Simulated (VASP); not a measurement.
Method: HSE06 screened hybrid, VASP's PBE PAW potentials (set 64) (plane waves; VASP).

Input for VASP

**KPOINTS**
```
Automatic
0
Gamma
 1 1 1
0 0 0
```

### INCAR
```
SYSTEM = Al32As31Si
PREC = Normal
ENCUT = 400
EDIFF = 1E-5
NELM = 50
ALGO = Normal
LREAL = Auto
LASPH = .TRUE.
ISMEAR = 0
SIGMA = 0.05
GGA = PE
LMAXMIX = 4
LWAVE = .FALSE.
LCHARG = .FALSE.
NELMIN = 4
ISYM = 0
ISPIN = 2
NUPDOWN = 1
MAGMOM = 64*0.0156
LORBIT = 10
HFSCREEN = 0.2
AEXX = 0.25
LHFCALC = .TRUE.
PRECFOCK = Fast
ISIF = 0
```

### POSCAR
```
Al32As31Si
11.4648460
  1.0000000184   0.0000000000   0.0000000000
  0.0000000000   1.0000000184   0.0000000000
  0.0000000000   0.0000000000   1.0000000184
Al As Si
32 31 1
Cart
  0.5001923960   0.0000888733   0.0004026777
  0.7498908786   0.2501000652   0.0008568115
  0.7499746074   0.0003564193   0.2499771642
  0.9999421967   0.0000032461   0.0001219421
  0.2504074832   0.2501323049   0.0005401798
  0.5000725733   0.4997940505   0.0009086292
  0.7498911340   0.7498241451   0.0002764231
  0.2498872437   0.9997797048   0.2500936934
  0.5029676219   0.2518496193   0.2541747888
  0.7473551240   0.4969211690   0.2531817050
  0.4999625561   0.0000234911   0.5002534514
  0.7477881522   0.2518099185   0.4982101946
  0.7500016881   0.9997620691   0.7502736678
  0.9998553690   0.4997241508   0.0003261447
  0.2500895768   0.7497957648   0.0001398299
  0.9994052132   0.2501684545   0.2499852618
  0.2507948891   0.4999129058   0.2501360363
  0.5000822252   0.7491590085   0.2502611781
  0.9999428136   0.9998930116   0.4999546427
  0.2502025666   0.2500110447   0.5001610478
  0.5021894279   0.4972034421   0.4988423690
  0.7499398624   0.7493151855   0.4999531552
  0.2500926274   0.9999627316   0.7500303902
  0.4999411889   0.2499808967   0.7498821374
  0.7499123940   0.5000978303   0.7497831774
  0.9999596618   0.7498444073   0.2501695204
  0.9995670254   0.5001443062   0.4998516346
  0.2501076236   0.7498440458   0.4999356504
  0.0000067674   0.2499600505   0.7502746313
  0.2497521071   0.4998632562   0.7503827296
  0.5000994833   0.7499809023   0.7503463350
  0.9999665817   0.7498742564   0.7499850615
  0.6245518952   0.1249716437   0.1251555032
  0.8750653211   0.3755380182   0.1249131291
  0.8751621999   0.1248339742   0.3753229270
  0.1249550625   0.1250567812   0.1250024250
  0.3753667168   0.3743151205   0.1255430639
  0.6254780700   0.6250428326   0.1250101715
  0.8750806974   0.8749820892   0.1249794661
  0.3744682828   0.1244326218   0.3750095607
  0.8751839534   0.6252693262   0.3745315079
  0.6252237014   0.1245903258   0.6255038685
  0.8752505843   0.3748154318   0.6252905618
  0.8748935089   0.1250479892   0.8751633669
  0.1250370975   0.6249784300   0.1250374126
  0.3750334275   0.8748987876   0.1250540066
  0.1249883685   0.3750705626   0.3749435137
  0.3749224335   0.6250419941   0.3757394865
  0.6250113626   0.8749354413   0.3749964818
  0.1248357940   0.1248896165   0.6251411041
  0.3742752561   0.3752532781   0.6257946549
  0.6245221745   0.6255043242   0.6255561703
  0.8749683872   0.8749771140   0.6250046441
  0.3749244761   0.1249287208   0.8752048182
  0.6249913207   0.3750244482   0.8751591203
  0.8751016024   0.6251023836   0.8751556314
  0.1249445069   0.8749443057   0.3750505620
  0.1250351858   0.6251067834   0.6250639861
  0.3748579297   0.8748189388   0.6252191848
  0.1249801775   0.3749938075   0.8753507905
  0.3749921563   0.6249517354   0.8751642660
  0.6249494621   0.8750693474   0.8752712079
  0.1249914239   0.8750400545   0.8750095160
  0.6249340478   0.3755516325   0.3762401441
```

POTCAR, in this order: Al As Si (PBE.64 set). Program: vasp_gam. Read from the step before: WAVECAR.

The resulting files:

File OUTCAR:
```
 ion  position               nearest neighbor table
   1  0.500  0.000  0.000-  33 2.48  62 2.48  46 2.48  54 2.48
   2  0.750  0.250  0.001-  34 2.48  33 2.48  55 2.49  44 2.49
   3  0.750  0.000  0.250-  33 2.48  35 2.48  49 2.48  39 2.49
   4  1.000  0.000  0.000-  39 2.48  36 2.48  44 2.48  63 2.48
   5  0.250  0.250  0.001-  37 2.48  36 2.48  54 2.48  60 2.49
   6  0.500  0.500  0.001-  38 2.48  37 2.48  55 2.49  61 2.49
   7  0.750  0.750  0.000-  38 2.48  39 2.48  56 2.48  62 2.48
   8  0.250  1.000  0.250-  40 2.48  57 2.48  46 2.48  36 2.48
   9  0.503  0.252  0.254-  64 2.43  40 2.49  33 2.50  37 2.51
  10  0.747  0.497  0.253-  64 2.43  34 2.50  41 2.50  38 2.50
  11  0.500  0.000  0.500-  42 2.48  40 2.48  59 2.48  49 2.48
  12  0.748  0.252  0.498-  64 2.44  42 2.50  35 2.50  43 2.50
  13  0.750  1.000  0.750-  42 2.48  62 2.48  53 2.48  44 2.48
  14  1.000  0.500  0.000-  34 2.47  60 2.48  45 2.48  56 2.48
  15  0.250  0.750  0.000-  61 2.48  45 2.48  46 2.48  63 2.49
  16  0.999  0.250  0.250-  34 2.48  35 2.48  47 2.49  36 2.49
  17  0.251  0.500  0.250-  37 2.48  48 2.48  47 2.49  45 2.49
  18  0.500  0.749  0.250-  48 2.48  38 2.48  49 2.49  46 2.49
  19  1.000  1.000  0.500-  35 2.48  57 2.48  53 2.48  50 2.48
  20  0.250  0.250  0.500-  51 2.48  40 2.48  50 2.49  47 2.49
  21  0.502  0.497  0.499-  64 2.43  51 2.49  52 2.50  48 2.50
  22  0.750  0.749  0.500-  41 2.48  52 2.48  49 2.49  53 2.49
  23  0.250  1.000  0.750-  59 2.48  54 2.48  63 2.48  50 2.48
  24  0.500  0.250  0.750-  51 2.48  42 2.48  55 2.48  54 2.48
...
```

### OSZICAR
```
       N       E                     dE             d eps       ncg     rms          rms(c)
DAV:   1    -0.346414384234E+03   -0.34641E+03   -0.22112E+01   736   0.993E+00    0.435E+01
DAV:   2    -0.346623577822E+03   -0.20919E+00   -0.76434E-01   792   0.194E+00    0.341E+01
DAV:   3    -0.346611911220E+03    0.11667E-01   -0.63597E-02   704   0.433E-01    0.210E+01
DAV:   4    -0.346597340804E+03    0.14570E-01   -0.25104E-02   712   0.275E-01    0.126E+01
DAV:   5    -0.346592721570E+03    0.46192E-02   -0.94915E-03   712   0.155E-01    0.747E+00
DAV:   6    -0.346591400542E+03    0.13210E-02   -0.22251E-03   752   0.629E-02    0.439E+00
DAV:   7    -0.346590969965E+03    0.43058E-03   -0.73991E-04   712   0.336E-02    0.256E+00
DAV:   8    -0.346590823590E+03    0.14637E-03   -0.37143E-04   696   0.286E-02    0.148E+00
DAV:   9    -0.346590789921E+03    0.33669E-04   -0.18663E-04   680   0.199E-02    0.834E-01
DAV:  10    -0.346590793855E+03   -0.39333E-05   -0.76311E-05   600   0.108E-02
   1 F= -.34659079E+03 E0= -.34659078E+03  d E =-.209980E-04  mag=     1.0000
```

File OUTCAR:
```
------------------------ aborting loop because EDIFF is reached ----------------------------------------
  volume of cell :     1506.97
      direct lattice vectors                 reciprocal lattice vectors
    11.464846211  0.000000000  0.000000000     0.087223150  0.000000000  0.000000000
     0.000000000 11.464846211  0.000000000     0.000000000  0.087223150  0.000000000
     0.000000000  0.000000000 11.464846211     0.000000000  0.000000000  0.087223150
  FREE ENERGIE OF THE ION-ELECTRON SYSTEM (eV)
  ---------------------------------------------------
  free  energy   TOTEN  =      -346.5907938545 eV

  energy  without entropy=     -346.5907728566  energy(sigma->0) =     -346.59078336

  exchange ACFDT corr.  =         0.00000000  see jH, gK, PRB 81, 115126

 total charge

# of ion       s       p       d       tot
------------------------------------------
    1        0.449   0.373   0.000   0.821
    2        0.448   0.372   0.000   0.820
    3        0.448   0.372   0.000   0.820
    4        0.448   0.372   0.000   0.821
    5        0.450   0.372   0.000   0.821
    6        0.448   0.372   0.000   0.820
    7        0.449   0.373   0.000   0.822
    8        0.449   0.373   0.000   0.821
    9        0.461   0.377   0.000   0.838
   10        0.459   0.381   0.000   0.840
   11        0.448   0.372   0.000   0.820
   12        0.463   0.371   0.000   0.835
   13        0.450   0.372   0.000   0.822
   14        0.449   0.373   0.000   0.822
   15        0.448   0.373   0.000   0.821
   16        0.448   0.372   0.000   0.820
   17        0.448   0.372   0.000   0.820
   18        0.448   0.372   0.000   0.820
   19        0.450   0.372   0.000   0.822
   20        0.448   0.372   0.000   0.819
   21        0.459   0.382   0.000   0.841
   22        0.448   0.372   0.000   0.820
   23        0.448   0.372   0.000   0.821
   24        0.448   0.372   0.000   0.820
   25        0.448   0.372   0.000   0.820
   26        0.449   0.373   0.000   0.822
   27        0.448   0.372   0.000   0.820
   28        0.449   0.373   0.000   0.822
   29        0.450   0.371   0.000   0.821
   30        0.449   0.373   0.000   0.822
   31        0.449   0.373   0.000   0.822
   32        0.448   0.372   0.000   0.821
   33        1.200   1.711   0.023   2.934
   34        1.199   1.713   0.023   2.935
   35        1.201   1.706   0.023   2.931
   36        1.200   1.711   0.023   2.934
   37        1.203   1.701   0.023   2.927
   38        1.201   1.706   0.023   2.930
   39        1.199   1.712   0.023   2.935
   40        1.200   1.711   0.023   2.934
   41        1.200   1.711   0.023   2.934
   42        1.201   1.706   0.023   2.931
   43        1.203   1.701   0.023   2.927
   44        1.200   1.711   0.023   2.934
   45        1.200   1.711   0.023   2.934
   46        1.200   1.711   0.023   2.933
   47        1.199   1.712   0.023   2.933
   48        1.201   1.705   0.023   2.930
   49        1.199   1.712   0.023   2.933
   50        1.200   1.712   0.023   2.934
   51        1.199   1.713   0.023   2.935
   52        1.200   1.711   0.023   2.934
   53        1.200   1.711   0.023   2.934
   54        1.199   1.712   0.023   2.934
   55        1.199   1.712   0.023   2.934
   56        1.200   1.712   0.023   2.934
   57        1.201   1.712   0.023   2.936
   58        1.200   1.712   0.023   2.934
   59        1.199   1.713   0.023   2.935
   60        1.201   1.709   0.023   2.934
   61        1.200   1.711   0.023   2.934
   62        1.200   1.712   0.023   2.936
   63        1.199   1.712   0.023   2.934
   64        0.769   1.000   0.000   1.769
--------------------------------------------------
tot         52.371  65.946   0.715 119.031

 magnetization (x)

# of ion       s       p       d       tot
------------------------------------------
    1       -0.000   0.000   0.000   0.000
    2       -0.000  -0.000   0.000  -0.000
    3       -0.000  -0.000   0.000  -0.001
    4       -0.000   0.001   0.000   0.000
    5       -0.001   0.002   0.000   0.001
    6       -0.001  -0.000   0.000  -0.001
    7       -0.001   0.001   0.000   0.000
    8       -0.000   0.000   0.000   0.000
    9       -0.000   0.007   0.000   0.007
   10       -0.001  -0.000   0.000  -0.002
   11       -0.000  -0.000   0.000  -0.001
   12        0.002   0.022   0.000   0.023
   13       -0.001   0.002   0.000   0.002
   14       -0.001  -0.000   0.000  -0.001
   15       -0.000   0.000   0.000  -0.000
   16       -0.000  -0.000   0.000  -0.001
   17       -0.001  -0.000   0.000  -0.001
   18       -0.001  -0.000   0.000  -0.001
   19       -0.001   0.002   0.000   0.002
   20       -0.000  -0.000   0.000  -0.000
   21       -0.001  -0.000   0.000  -0.002
...
```
(Selected blocks of OUTCAR.)

### OUTCAR
```
 val. band max:        3.2500982945   @ k =   0.0000   0.0000   0.0000

 cond. band min:       3.5223086405   @ k =   0.0000   0.0000   0.0000


 Fermi energy:         3.4552302146

 spin component 1

 k-point     1 :       0.0000    0.0000    0.0000
  band No.  band energies     occupation
      1      -9.7223      1.00000
      2      -8.9365      1.00000
      3      -8.9303      1.00000
      4      -8.9195      1.00000
      5      -8.9026      1.00000
      6      -8.8959      1.00000
      7      -8.8043      1.00000
      8      -8.3570      1.00000
      9      -8.3376      1.00000
     10      -8.3353      1.00000
     11      -8.3280      1.00000
     12      -8.3229      1.00000
     13      -8.3217      1.00000
     14      -8.3194      1.00000
     15      -8.3182      1.00000
     16      -8.2964      1.00000
     17      -8.2918      1.00000
     18      -8.2838      1.00000
     19      -8.2771      1.00000
     20      -8.2345      1.00000
     21      -8.2189      1.00000
     22      -8.2173      1.00000
     23      -7.8683      1.00000
     24      -7.6656      1.00000
     25      -7.6488      1.00000
     26      -7.6485      1.00000
     27      -7.6300      1.00000
     28      -7.6164      1.00000
     29      -7.6110      1.00000
     30      -7.5994      1.00000
     31      -7.5789      1.00000
     32      -5.0827      1.00000
     33      -2.8281      1.00000
     34      -2.8153      1.00000
     35      -2.8144      1.00000
     36      -2.8063      1.00000
     37      -2.7165      1.00000
     38      -2.7081      1.00000
     39      -2.7079      1.00000
     40      -2.3941      1.00000
     41      -2.3882      1.00000
     42      -2.3783      1.00000
     43      -2.3417      1.00000
     44      -2.3152      1.00000
     45      -2.3076      1.00000
     46      -1.7695      1.00000
     47      -1.7672      1.00000
     48      -1.7644      1.00000
     49      -1.7571      1.00000
...
```

The supercell is sampled at Γ alone, which is coarse: total energies, pressure and levels can be off, energies of defects by several tenths of an eV.

The cell is a supercell with a defect, built from AlAs (zinc blende): Si_As. The cell's shape comes from a PBE relaxation.
